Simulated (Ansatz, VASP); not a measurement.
# Si: VASP beside Ansatz

One calculation is typed for both programs; each brings its own data sets. How far apart do they land? The cell is taken from a series of runs on this material, whose earlier steps may have relaxed, scaled, displaced or heated it; both programs get it as it stands.

Program: Ansatz 0.2.0. Level of theory: plane waves, with VASP 6.6.1 beside it; single point at HSE06. Results are calculated unless marked as measured.

## Step 1: Starting point

The structure is cubic, space group Fd-3m (No. 227). The conventional cell has a = 5.505 Å, b = 5.505 Å, c = 5.505 Å, α = 90.00°, β = 90.00°, γ = 90.00°. Nearest to Si lie 4 Si at 2.38 Å.

## Step 2: VASP: single point, HSE06

A single point gives forces, pressure and levels at one fixed geometry, so differences don't come from the geometry; what else differs is listed under the comparison.

Lines of VASP's logs that name or quote its potential files are left out, and so is its time.

The run reads the wave functions of an earlier VASP run, which isn't shown here.

INCAR reads:

```
SYSTEM = Si
PREC = Accurate
ENCUT = 400
EDIFF = 1E-06
NELM = 100
ISMEAR = -1
SIGMA = 0.02
LREAL = .FALSE.
ALGO = Normal
LHFCALC = .TRUE.
AEXX = 0.25
GGA = PE
HFSCREEN = 0.208
LASPH = .TRUE.
NBANDS = 10
PRECFOCK = Fast
LORBIT = 11
LWAVE = .FALSE.
LCHARG = .FALSE.
ISIF = 2
```

POSCAR reads:

```
Si
1.0
    0.0000000000      2.7524607062      2.7524607062
    2.7524607062      0.0000000000      2.7524607062
    2.7524607062      2.7524607062      0.0000000000
Si
2
Direct
    0.5000000000      0.5000000000      0.5000000000
    0.7500000000      0.7500000000      0.7500000000
```

KPOINTS reads:

```
Automatic mesh
0
Gamma
6 6 6
0 0 0
```

Potentials, in the order of the species: Si (PBE family, release 64).

Run with:

```
export OMP_NUM_THREADS=3
mpirun -np 1 vasp_std
```

Numbers of over 12 decimals in the logs are rounded to 6 here.

Log:

```text
[banner, memory and clock lines left out]
running    1 mpi-ranks, on    1 nodes
 distrk:  each k-point on    1 cores,    1 groups
 distr:  one band on    1 cores,    1 groups
 Offloading initialized ...    1 GPUs detected
 POSCAR found type information on POSCAR Si
 POSCAR found :  1 types and       2 ions
 LDA part: xc-table for (Slater+PW92), standard interpolation
 found WAVECAR, reading the header
 POSCAR, INCAR and KPOINTS ok, starting setup
 FFT: planning ... GRIDC
 FFT: planning ... GRID_SOFT
 FFT: planning ... GRID
 reading WAVECAR
 the WAVECAR file was read successfully
 initial charge from wavefunction
 entering main loop
       N       E                     dE             d eps       ncg     rms          rms(c)
DAV:   1    -0.125131992779E+02   -0.12513E+02   -0.40065E-01   330   0.402E+00    0.340E+00
DAV:   2    -0.125155253304E+02   -0.23261E-02   -0.68919E-03   368   0.637E-01    0.220E+00
DAV:   3    -0.125150103775E+02    0.51495E-03   -0.28297E-04   368   0.108E-01    0.129E+00
DAV:   4    -0.125148093802E+02    0.20100E-03   -0.51529E-05   358   0.433E-02    0.745E-01
DAV:   5    -0.125147380704E+02    0.71310E-04   -0.20449E-05   346   0.270E-02    0.424E-01
DAV:   6    -0.125147157021E+02    0.22368E-04   -0.67630E-06   358   0.154E-02    0.241E-01
DAV:   7    -0.125147076627E+02    0.80394E-05   -0.26023E-06   318   0.963E-03    0.136E-01
DAV:   8    -0.125147055827E+02    0.20800E-05   -0.69921E-07   166   0.505E-03    0.786E-02
DAV:   9    -0.125147049663E+02    0.61641E-06   -0.32149E-07   166   0.352E-03
   1 F= -.12514705E+02 E0= -.12514705E+02  d E =-.729998E-11
```

Parts of OUTCAR (step 2):

```text
ion  position               nearest neighbor table
   1  0.500  0.500  0.500-   2 2.38   2 2.38   2 2.38   2 2.38
   2  0.750  0.750  0.750-   1 2.38   1 2.38   1 2.38   1 2.38

  LATTYP: Found a face centered cubic cell.
 ALAT       =     5.5049214124

 Subroutine GETGRP returns: Found 48 space group operations
 (whereof 24 operations were pure point group operations)

The static configuration has the point symmetry T_d .
 The point group associated with its full space group is O_h .

 Found     16 irreducible k-points:

   k-points           NKPTS =     16   k-points in BZ     NKDIM =    216   number of bands    NBANDS=     10

   dimension x,y,z NGX =    28 NGY =   28 NGZ =   28
   dimension x,y,z NGXF=    56 NGYF=   56 NGZF=   56

   ENCUT  =  400.0 eV  29.40 Ry    5.42 a.u.   6.35  6.35  6.35*2*pi/ulx,y,z

   NELECT =       8.0000    total number of electrons

 k-points in reciprocal lattice and weights: Automatic mesh
   0.00000000  0.00000000  0.00000000       0.005
   0.16666667  0.00000000  0.00000000       0.037
   0.33333333  0.00000000  0.00000000       0.037
   0.50000000  0.00000000  0.00000000       0.019
   0.16666667  0.16666667  0.00000000       0.028
   0.33333333  0.16666667  0.00000000       0.111
   0.50000000  0.16666667  0.00000000       0.111
  -0.33333333  0.16666667  0.00000000       0.111
  -0.16666667  0.16666667  0.00000000       0.056
[...]
-0.33333333  0.33333333  0.16666667       0.111
  -0.33333333  0.50000000  0.16666667       0.056

  exchange ACFDT corr.  =         0.00000000  see jH, gK, PRB 81, 115126

 average (electrostatic) potential at core
       1 -79.9979       2 -79.9979

 E-fermi :   5.4977

 k-point     1 :       0.0000    0.0000    0.0000
  band No.  band energies     occupation
      1      -7.9172      2.00000
      2       5.0727      2.00000
      3       5.0727      2.00000
      4       5.0727      2.00000
      5       8.3759      0.00000
      6       8.3759      0.00000
      7       8.3759      0.00000
      8       8.8952      0.00000
      9      13.8213      0.00000
    ...

 k-point     2 :       0.1667    0.0000    0.0000
  band No.  band energies     occupation
      1      -7.5303      2.00000
      2       2.5499      2.00000
      3       4.6176      2.00000
      4       4.6176      2.00000
      5       8.0411      0.00000
      6       9.0397      0.00000
      7       9.0397      0.00000
      8      11.1499      0.00000
      9      13.1422      0.00000
    ...

 k-point     3 :       0.3333    0.0000    0.0000
  band No.  band energies     occupation
      1      -6.4438      2.00000
      2      -0.6683      2.00000
      3       4.0232      2.00000
      4       4.0232      2.00000
      5       7.3996      0.00000
      6       9.3821      0.00000
      7       9.3821      0.00000
      8      13.7738      0.00000
      9      14.0571      0.00000
    ...

  Total       -0.9207398     -0.9207398     -0.9207398     -0.0000000     -0.0000000     -0.0000000
  in kB      -35.3715534    -35.3715534    -35.3715534     -0.0000000     -0.0000000     -0.0000000
  external PRESSURE =     -35.3715534 kB  Pullay stress =       0.0000000 kB

  energy-cutoff  :      400.00
  volume of cell :       41.71
      direct lattice vectors                 reciprocal lattice vectors
     0.000000000  2.752460706  2.752460706    -0.181655636  0.181655636  0.181655636
     2.752460706  0.000000000  2.752460706     0.181655636 -0.181655636  0.181655636
     2.752460706  2.752460706  0.000000000     0.181655636  0.181655636 -0.181655636

 POSITION                                       TOTAL-FORCE (eV/Angst)
 -----------------------------------------------------------------------------------
      2.75246      2.75246      2.75246         0.000000     -0.000000     -0.000000
      4.12869      4.12869      4.12869        -0.000000      0.000000      0.000000
 -----------------------------------------------------------------------------------
    total drift:                               -0.000000     -0.000000     -0.000000

  FREE ENERGIE OF THE ION-ELECTRON SYSTEM (eV)
  ---------------------------------------------------
  free  energy   TOTEN  =       -12.5147049663 eV

  energy  without entropy=      -12.5147049663  energy(sigma->0) =      -12.51470497

 total charge
# of ion       s       p       d       tot
------------------------------------------
    1        0.757   0.937   0.000   1.694
    2        0.757   0.937   0.000   1.694
--------------------------------------------------
tot          1.515   1.874   0.000   3.388

[... 3 further parts left out ...]
```

The run ends at a pressure of -3.54 GPa.

## Step 3: Ansatz: single point, HSE06

Ansatz runs on its PAW soft_1 files.

The same cell, functional, mesh and smearing now go to Ansatz.

input.yaml reads:

```yaml
crystal:
  lattice:
    - [0.0, 2.7524607062, 2.7524607062]
    - [2.7524607062, 0.0, 2.7524607062]
    - [2.7524607062, 2.7524607062, 0.0]
  atoms:
    - { symbol: Si, position: [0.5, 0.5, 0.5] }
    - { symbol: Si, position: [0.75, 0.75, 0.75] }
kpoints:
  mp_grid: { grid: [6, 6, 6] }
scf:
  occupations: { method: fermi_dirac, width: 0.02 }
hamiltonian:
  xc: hse06
  pseudopotentials: { kind: paw, azcp: { folder: soft_1 } }
basis:
  ecutwfc: 600
output:
  forces: true
  stress: true
```

Run with:

```
ansatz run input.yaml --threads 8 --pin off --max-ram 18432MiB --backend cpu --events-out ev --progress --plain --runs-dir out
```

Log:

```text
Warning: output.stress: scf.convergence.dr2_threshold = 1e-7 eV (the SCF's general default) is looser than the 2e-10 eV advised for a printed stress (1e-10 eV for each atom of the cell: 2). What an SCF threshold leaves in a stress goes as its square root, and in the free energy as the threshold itself, and one threshold admits the most on a small cell: [figures from the program's tests cut] Set scf.convergence.dr2_threshold to 2e-10 eV or tighter. The threshold is an SCF's pass mark: one that does not reach it within its budget of iterations ends unconverged, or closes short of it on a stop that the run arms, and scf.convergence.dr2_threshold's page says what that costs each kind of run
Warning: output.stress: scf.exx.energy_threshold = 1e-6 eV is looser than the 2e-8 eV advised for a stress under a hybrid functional (1e-8 eV for each atom of the cell: 2). Every SCF of the exchange loop can meet its threshold on dr2 while the loop round them stops early: no threshold on dr2 bounds what that leaves in the stress. Set scf.exx.energy_threshold to 2e-8 eV or tighter. The threshold is the loop's pass mark: a loop that does not reach it within its budget of cycles ends unconverged, and scf.exx.energy_threshold's page has the law
Engine: ansatz 0.2.0, aarch64-unknown-linux-gnu
Pseudopotentials: kind: paw
Pseudopotential: Si, paw, valence charge 4, recommended cutoff 420 eV (normal), soft_1/Si.paw.azcp
Functional definition: HSE06
  parameter a = 0.25
  parameter omega = 0.11/bohr
  exchange = pbe_x - a*pbe_x_sr(omega) + a*exact_x_sr(omega)
  correlation = pbe_c
Crystal: 2 atoms, lattice volume = 41.706 Å³
Basis set: ecut = 600 eV, 1411 PW (Γ), exchange–correlation on 64×64×64 points (8 copies of the dense FFT grid, shifted against one another)
Bands: 8, of which v1, the nominal top of the filled ones, is band 4 counted from 1 (3 counted from 0)
Symmetry: 48 space group operations
Space group: Fd-3m (ITA 227), of the structure as read, at distance tolerance 3.5e-5 Å
k-points: 16 of 216
Non-local potential: Si, projectors of the file, l = 0: 2, l = 1: 2, l = 2: 1
PAW form: soft (Blöchl's): semilocal exchange-correlation on the pseudo side does not see the compensation charge
PAW frozen core: Si, regenerated for the run's functional, and the local potential with it (the file was generated under x = pbe(κ = 0.804, μ = 0.219515), c = pbe(β = 0.066725))
PAW one-centre angular grid: Si, 110 points (default); XC on 64 Gauss nodes
Initial density: superposition of atomic densities (chi_scale 0.1, normalization cell)
Initial wavefunctions: pseudopotential atomic-orbital guess
Functional: x = pbe(κ = 0.804, μ = 0.219515), c = pbe(β = 0.066725), warm-up for x = pbe(κ = 0.804, μ = 0.219515) + 0.25 (exact − pbe) at short range (hse, ω = 0.207870 Å⁻¹), c = pbe(β = 0.066725); HSE06 as pw.x's `hse` composes it (authors' and Libxc's form: `xc: wpbeh`)
SCF iter   1: F=—  HF=-1271.745036 eV  |F-HF|=—  |Δ(HF+E_count)|=         —  Δρ=4.46e-2  dr2=7.47e-1  ethr=1.00e-1  ⟨swp⟩=4.8  Hψ=458  notcnv=0
preconditioner: auto → none  [insulator: Δε(μ)=1.040 eV  Ē_g=9.399 eV  σ=0.020 eV  W_gap=1.00  n_scr=8 (ndim 8)  ℏωp=16.3 eV  f_vac=0.000  D(μ)=0.00/eV (n_scr^D=0)]
SCF iter   2: F=—  HF=-1271.610950 eV  |F-HF|=—  |Δ(HF+E_count)|=   1.34e-1  Δρ=2.00e-2  dr2=1.33e-1  ethr=9.34e-3  ⟨swp⟩=2.7  Hψ=269  notcnv=0
iter 3 solved again at ethr=4.64e-6 eV; its pass at ethr=1.66e-3 eV (dr2=3.71e-4 eV) is discarded
SCF iter   3: F=—  HF=-1271.591854 eV  |F-HF|=—  |Δ(HF+E_count)|=   1.91e-2  Δρ=1.20e-3  dr2=3.46e-4  ethr=4.64e-6  ⟨swp⟩=4.3  Hψ=726  notcnv=0  defer=1
SCF iter   4: F=-1271.592101 eV  HF=-1271.592091 eV  |F-HF|=1.04e-5  |Δ(HF+E_count)|=   2.37e-4  Δρ=1.71e-4  dr2=6.22e-6  ethr=4.33e-6  ⟨swp⟩=2.1  Hψ=228  notcnv=0
SCF 1 stopped early in 4 iterations: F = -1271.592101 eV  dr2 = 6.22e-6
  greatest PAW one-centre occupation: 0.621 electrons in one spin orbital (limit 2), on the Si atom at site 1 (counted from 0), in its partial waves of l = 0
Initial density: handed on by an earlier stage of this run
Initial wavefunctions: those handed on with the density
Functional: x = pbe(κ = 0.804, μ = 0.219515) + 0.25 (exact − pbe) at short range (hse, ω = 0.207870 Å⁻¹), c = pbe(β = 0.066725); HSE06 as pw.x's `hse` composes it (authors' and Libxc's form: `xc: wpbeh`)
Exchange kernel: α = 0.2500, screened, ω = 0.2079 Å⁻¹, Wigner–Seitz truncation, v(0) = 1046.4922 eV·Å³, q-mesh 6×6×6, nearest image of the exchange supercell L = 23.36 Å, pair-density grid 20×20×20, without the augmentation charges, whose exchange is taken in its separable form by FFT convolution over the k-point mesh (sized by the pseudopotential files, 27×27×27 at the most), smooth part of the exact exchange by density-matrix convolution
Frozen-core exchange: fock
SCF iter   1: F=—  HF=-1272.556205 eV  |F-HF|=—  |Δ(HF+E_count)|=         —  Δρ=3.30e-3  dr2=3.56e-3  ethr=7.77e-7  ⟨swp⟩=7.4  Hψ=715  notcnv=0
preconditioner: auto → none  [insulator: Δε(μ)=1.306 eV  Ē_g=10.633 eV  σ=0.020 eV  W_gap=1.00  n_scr=8 (ndim 8)  ℏωp=16.3 eV  f_vac=0.000  D(μ)=0.00/eV (n_scr^D=0)]
SCF iter   2: F=—  HF=-1272.554453 eV  |F-HF|=—  |Δ(HF+E_count)|=   1.75e-3  Δρ=7.20e-4  dr2=3.69e-4  ethr=7.77e-7  ⟨swp⟩=4.0  Hψ=362  notcnv=0
SCF iter   3: F=—  HF=-1272.557146 eV  |F-HF|=—  |Δ(HF+E_count)|=   2.69e-3  Δρ=4.26e-4  dr2=5.32e-5  ethr=7.77e-7  ⟨swp⟩=4.3  Hψ=370  notcnv=0
SCF iter   4: F=—  HF=-1272.557127 eV  |F-HF|=—  |Δ(HF+E_count)|=   1.90e-5  Δρ=3.80e-5  dr2=6.53e-6  ethr=5.89e-7  ⟨swp⟩=2.0  Hψ=194  notcnv=0
SCF iter   5: F=-1272.557177 eV  HF=-1272.557178 eV  |F-HF|=5.57e-7  |Δ(HF+E_count)|=   5.10e-5  Δρ=6.07e-5  dr2=1.29e-6  ethr=4.18e-9  ⟨swp⟩=4.9  Hψ=412  notcnv=0
SCF 2 stopped early in 5 iterations: F = -1272.557177 eV  dr2 = 1.29e-6
  greatest PAW one-centre occupation: 0.624 electrons in one spin orbital (limit 2), on the Si atom at site 1 (counted from 0), in its partial waves of l = 0
hybrid outer 1: dexx = +3.202e-3 eV, tail = 3.70e-6 eV
Exchange kernel: α = 0.2500, screened, ω = 0.2079 Å⁻¹, Wigner–Seitz truncation, v(0) = 1046.4922 eV·Å³, q-mesh 6×6×6, nearest image of the exchange supercell L = 23.36 Å, pair-density grid 20×20×20, without the augmentation charges, whose exchange is taken in its separable form by FFT convolution over the k-point mesh (sized by the pseudopotential files, 27×27×27 at the most), smooth part of the exact exchange by density-matrix convolution
Frozen-core exchange: fock
SCF iter   1: F=—  HF=-1272.557167 eV  |F-HF|=—  |Δ(HF+E_count)|=         —  Δρ=7.46e-6  dr2=1.61e-8  ethr=2.31e-7  ⟨swp⟩=3.8  Hψ=308  notcnv=0
preconditioner: auto → none  [insulator: Δε(μ)=1.354 eV  Ē_g=10.645 eV  σ=0.020 eV  W_gap=1.00  n_scr=8 (ndim 8)  ℏωp=16.3 eV  f_vac=0.000  D(μ)=0.00/eV (n_scr^D=0)]
SCF iter   2: F=-1272.557167 eV  HF=-1272.557167 eV  |F-HF|=8.63e-10  |Δ(HF+E_count)|=   5.27e-8  Δρ=3.67e-6  dr2=2.59e-9  ethr=1.90e-10  ⟨swp⟩=4.0  Hψ=321  notcnv=0
SCF 3 converged in 2 iterations: F = -1272.557167 eV  dr2 = 2.59e-9
  Residual-converged pass: ⟨swp⟩=3.0  Hψ=244  notcnv=0  max |occ|·‖R‖ = 2.3e-6 eV (tolerance 2.4e-6 eV)  dr2=2.58e-9  dr2_onsite=2.87e-10  max |Δocc| = 1.1e-24
hybrid outer 2: dexx = +1.009e-8 eV, tail = 5.84e-9 eV, Δε = 8.27e-4 eV (about 6.84e-5 eV left of the loop's levels)
hybrid SCF converged: 2 outer / 7 inner (+4 warm-up), last move |dexx| = 1.01e-8 eV, tail = 5.84e-9 eV
Stability not checked: this state was not tested for a lower state beside it, because the functional holds exact exchange (a hybrid, or Hartree-Fock), whose exchange loop this test does not read (fock_operator; see scf.lower_state_search)
Free energy (F): -1272.557167 eV
Frozen-core exchange: fock
Harris-Foulkes:  -1272.557167 eV  (|F-HF|=8.63e-10)
Internal energy: -1272.557167 eV  (E = F + TS)
E sigma→0 (E₀):  -1272.557167 eV
Fermi energy:    6.130536 eV
--- Per-component energies (eV) ---
  E_band       = 0.088394
  E_kinetic    = 80.213640
  E_local      = -50.810815  (includes V_loc(G=0)·N_el)
  E_nonlocal   = 44.151954
  E_hartree    = 15.457893
  E_xc         = -91.494051
  E_vxc        = -77.342526  (∫ρ·V_xc dr)
  E_exx        = -11.046392  (= α·E_x^exact, valence–valence)
  E_paw        = -1033.460601  (= ΣΔE_a)
  E_vpaw       = -4.946949  (= ΣTr[D̂ρ^β])
  E_aug_tail   = 0.000017  (compensation charges beyond the density's cutoff)
  E_ewald      = -225.450578
  E_core_change = -0.118233  (= ΣΔE_core)
  E_smearing   = -0.000000  (= −TS)
  E_closure    = -0.000000  (closes the sum)
  Σ components = -1272.557167   (vs F -1272.557167, Δ=2.27e-13)
--- Forces (eV/Å), atoms counted from 1 ---
  atom   1  Si    -0.00000000    -0.00000000     0.00000000
  atom   2  Si    -0.00000000    -0.00000000     0.00000000
  max |Σ_I F_I| component: 3.70e-17 eV/Å
--- Stress (GPa, compression-positive) ---
       -3.236839      -0.000000      -0.000000
       -0.000000      -3.236839       0.000000
       -0.000000       0.000000      -3.236839
  P = ⅓ Tr σ = -3.2368 GPa (-32.368 kbar)
--- Band table (eV; the first three rows and the last of 16) ---
  k-point 0: bands = ["-7.5247", "5.4666", "5.4666", "5.4666", "8.7596", "8.7596"]
  k-point 1: bands = ["-7.1380", "2.9410", "5.0104", "5.0104", "8.4252", "9.4238"]
  k-point 2: bands = ["-6.0515", "-0.2789", "4.4150", "4.4150", "7.7840", "9.7649"]
  k-point 15: bands = ["-2.9414", "-2.9414", "1.6642", "1.6642", "8.9150", "8.9150"]
  guard bands above this table: 2 of the run's 8 bands. The solve was not asked for them (output.publish_guard_bands: true or output.eigenvalues: true publishes all)
```

The run ends at a pressure of -3.24 GPa.

## Step 4: Comparison

Known differences besides the potentials themselves: exact exchange at q = 0 is treated differently, which shows on coarse meshes; VASP keeps PBE cores, Ansatz makes them for the functional; the cutoff is 600 eV in Ansatz and 400 eV in VASP; VASP takes a coarser grid for exact exchange (PRECFOCK = Fast). Total energies have different zeros and are not compared.

Compared:

| quantity | Ansatz | VASP | difference |
| --- | --- | --- | --- |
| pressure (GPa) | -3.24 | -3.54 | +0.30 |
| gap on the k mesh (eV) | 1.354 | 1.365 | -0.011 |

A gap on the mesh is an upper bound, since the band edges may lie between its points.

## Step 5: What came out

```json
{
 "difference in gap on the k mesh (single point, HSE06)": "-0.011 eV"
}
```

In words: The difference in gap on the k mesh is -0.011 eV (single point, HSE06), within the 0.08 eV picked in this series as the mark of a large difference. Such differences can come from data sets, numerical settings and the points named under the comparisons, not from the functional's error against experiment.

[Lines on the potential files, build, host, timing and source positions are cut from VASP's logs without a mark.]

[Logs are printed without paths, hosts, clocks, repeated set-up lines and the standing remarks that a program may print on its own settings, such as how far it seeks lower states.]

[Hosts, paths, dates, database ids (printed as entryN), source tags and the programs' standing remarks are cut or masked in the printed files.]
